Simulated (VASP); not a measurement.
Level of theory: PBE GGA, VASP's PBE PAW potentials (set 64) (plane waves; VASP 6.6.1).

The input files of a VASP run:

**KPOINTS**
```
Automatic
0
G
  16 16 16
0 0 0
```

**INCAR**
```
EDIFFG = -0.01
GGA = PE   ! PBE
LCHARG = .FALSE.
ISPIN = 2   ! spin-polarised
LREAL = .FALSE.
SYSTEM = Fe
SIGMA = 0.1
ISIF = 3   ! ions, shape and volume
ENCUT = 480
MAGMOM = 2.2
PREC = Accurate
LORBIT = 10
ISMEAR = 1   ! Methfessel-Paxton
NSW = 60   ! most ionic steps
LASPH = .TRUE.   ! aspherical one-centre terms
IBRION = 2   ! conjugate gradients
NELM = 100   ! most electronic steps
LMAXMIX = 4   ! l cut-off of mixed one-centre charges
EDIFF = 1E-6   ! SCF stop (eV)
ALGO = Normal   ! blocked Davidson
LWAVE = .FALSE.
```

**POSCAR**
```
Fe
1.0
 -1.4168655210   1.4168655210   1.4168655210
  1.4168655210  -1.4168655210   1.4168655210
  1.4168655210   1.4168655210  -1.4168655210
Fe
1
Direct
  0.0000000000   0.0000000000   0.0000000000
```

POTCAR, in this order: Fe (PBE.64 set). Program: vasp_std.

The resulting files:

File OUTCAR:
```
 ion  position               nearest neighbor table
   1  0.000  0.000  0.000-
  LATTYP: Found a body centered cubic cell.
 ALAT       =     2.8337310420
 Subroutine PRICEL returns:
 Original cell was already a primitive cell.
 Subroutine GETGRP returns: Found 48 space group operations
The static configuration has the point symmetry O_h .
The dynamic configuration has the point symmetry O_h .
The overall configuration has the point symmetry O_h .
 Subroutine INISYM returns: Found 48 space group operations
 Subroutine IBZKPT returns following result:
 Found    145 irreducible k-points:

 Following reciprocal coordinates:
            Coordinates               Weight
  0.000000  0.000000  0.000000      1.000000
  0.062500  0.000000  0.000000     12.000000
  0.125000  0.000000  0.000000     12.000000
  0.187500  0.000000  0.000000     12.000000
  0.250000  0.000000  0.000000     12.000000
  0.312500  0.000000  0.000000     12.000000
  0.375000  0.000000  0.000000     12.000000
  0.437500  0.000000  0.000000     12.000000
  0.500000  0.000000  0.000000      6.000000
  0.062500  0.062500  0.000000     24.000000
  0.125000  0.062500  0.000000     48.000000
  0.187500  0.062500  0.000000     48.000000
  0.250000  0.062500 -0.000000     48.000000
  0.312500  0.062500  0.000000     48.000000
  0.375000  0.062500  0.000000     48.000000
  0.437500  0.062500  0.000000     48.000000
  0.125000  0.125000  0.000000     24.000000
  0.187500  0.125000  0.000000     48.000000
  0.250000  0.125000  0.000000     48.000000
  0.312500  0.125000  0.000000     48.000000
  0.375000  0.125000  0.000000     48.000000
  0.437500  0.125000 -0.000000     24.000000
  0.187500  0.187500  0.000000     24.000000
  0.250000  0.187500  0.000000     48.000000
  0.312500  0.187500  0.000000     48.000000
  0.375000  0.187500  0.000000     48.000000
  0.250000  0.250000  0.000000     24.000000
  0.312500  0.250000  0.000000     48.000000
  0.375000  0.250000  0.000000     24.000000
  0.312500  0.312500  0.000000     24.000000
  0.062500  0.062500  0.062500      8.000000
  0.125000  0.062500  0.062500     24.000000
  0.187500  0.062500  0.062500     24.000000
  0.250000  0.062500  0.062500     24.000000
  0.312500  0.062500  0.062500     24.000000
  0.375000  0.062500  0.062500     24.000000
  0.437500  0.062500  0.062500     12.000000
 -0.062500  0.062500  0.062500      6.000000
  0.125000  0.125000  0.062500     24.000000
  0.187500  0.125000  0.062500     48.000000
   k-points           NKPTS =    145   k-points in BZ     NKDIM =    145   number of bands    NBANDS=      9
   number of dos      NEDOS =    301   number of ions     NIONS =      1
   total plane-waves  NPLWV =   5832
   dimension x,y,z NGX =    18 NGY =   18 NGZ =   18
   dimension x,y,z NGXF=    36 NGYF=   36 NGZF=   36
   ions per type =               1
   PREC   = accura    normal or accurate (medium, high low for compatibility)
   ISTART =      0    job   : 0-new  1-cont  2-samecut
   ICHARG =      2    charge: 1-file 2-atom 10-const
   ISPIN  =      2    spin polarized calculation?
   LNONCOLLINEAR =      F non collinear calculations
   LSORBIT =      F    spin-orbit coupling
   INIWAV =      1    electr: 0-lowe 1-rand  2-diag
   ENCUT  =  480.0 eV  35.28 Ry    5.94 a.u.   4.38  4.38  4.38*2*pi/ulx,y,z
   NELM   =    100;   NELMIN=  2; NELMDL= -5     # of ELM steps
   EDIFF  = 0.1E-05   stopping-criterion for ELM
   LREAL  =      F    real-space projection
   NLSPLINE    = F    spline interpolate recip. space projectors
   LMAXMIX     =    4 max onsite mixed and CHGCAR
...
```

OSZICAR:
```
       N       E                     dE             d eps       ncg     rms          rms(c)
DAV:   1     0.148394500661E+02    0.14839E+02   -0.39584E+03  5396   0.102E+03
DAV:   2    -0.899939181571E+01   -0.23839E+02   -0.22542E+02  5284   0.124E+02
DAV:   3    -0.928091320582E+01   -0.28152E+00   -0.28084E+00  5977   0.189E+01
DAV:   4    -0.928225596069E+01   -0.13428E-02   -0.13426E-02  5737   0.121E+00
DAV:   5    -0.928226841531E+01   -0.12455E-04   -0.12454E-04  5683   0.100E-01    0.113E+01
DAV:   6    -0.832476096317E+01    0.95751E+00   -0.13341E+01  5519   0.584E+01    0.550E+00
DAV:   7    -0.825118936204E+01    0.73572E-01   -0.85211E-01  5516   0.143E+01    0.324E+00
DAV:   8    -0.824622231312E+01    0.49670E-02   -0.87507E-03  6455   0.808E-01    0.149E+00
DAV:   9    -0.824021303911E+01    0.60093E-02   -0.10952E-02  6573   0.924E-01    0.402E-01
DAV:  10    -0.824012186167E+01    0.91177E-04   -0.32471E-04  5446   0.292E-01    0.115E-01
DAV:  11    -0.824018356273E+01   -0.61701E-04   -0.40155E-04  5913   0.253E-01    0.408E-02
DAV:  12    -0.824018846931E+01   -0.49066E-05   -0.97684E-06  5368   0.503E-02    0.100E-02
DAV:  13    -0.824018847404E+01   -0.47265E-08   -0.54634E-07  2864   0.102E-02
   1 F= -.82401885E+01 E0= -.82402367E+01  d E =-.824019E+01  mag=     2.2208
```

File OUTCAR:
```
------------------------ aborting loop because EDIFF is reached ----------------------------------------
  FORCE on cell =-STRESS in cart. coord.  units (eV):
  Direction    XX          YY          ZZ          XY          YZ          ZX
  --------------------------------------------------------------------------------------
  Total       -0.0034901     -0.0034901     -0.0034901      0.0000000      0.0000000     -0.0000000
  in kB       -0.4914788     -0.4914788     -0.4914788      0.0000000      0.0000000     -0.0000000
  external PRESSURE =      -0.4914788 kB  Pullay stress =       0.0000000 kB
  volume of cell :       11.38
      direct lattice vectors                 reciprocal lattice vectors
    -1.416865521  1.416865521  1.416865521     0.000000000  0.352891642  0.352891642
     1.416865521 -1.416865521  1.416865521     0.352891642  0.000000000  0.352891642
     1.416865521  1.416865521 -1.416865521     0.352891642  0.352891642  0.000000000
 POSITION                                       TOTAL-FORCE (eV/Angst)
 -----------------------------------------------------------------------------------
      0.00000      0.00000      0.00000         0.000000      0.000000     -0.000000
 -----------------------------------------------------------------------------------
    total drift:                                0.000000      0.000000      0.000000
  FREE ENERGIE OF THE ION-ELECTRON SYSTEM (eV)
  ---------------------------------------------------
  free  energy   TOTEN  =        -8.2401884740 eV

  energy  without entropy=       -8.2403330242  energy(sigma->0) =       -8.24023666

 total charge

# of ion       s       p       d       tot
------------------------------------------
    1        0.486   0.540   6.239   7.265

 magnetization (x)

# of ion       s       p       d       tot
------------------------------------------
    1       -0.014  -0.054   2.285   2.217

 reached required accuracy - stopping structural energy minimisation
```
(Selected blocks of OUTCAR.)

The compound is Fe in the bcc structure. It was relaxed first. The start is the result of an earlier pass.
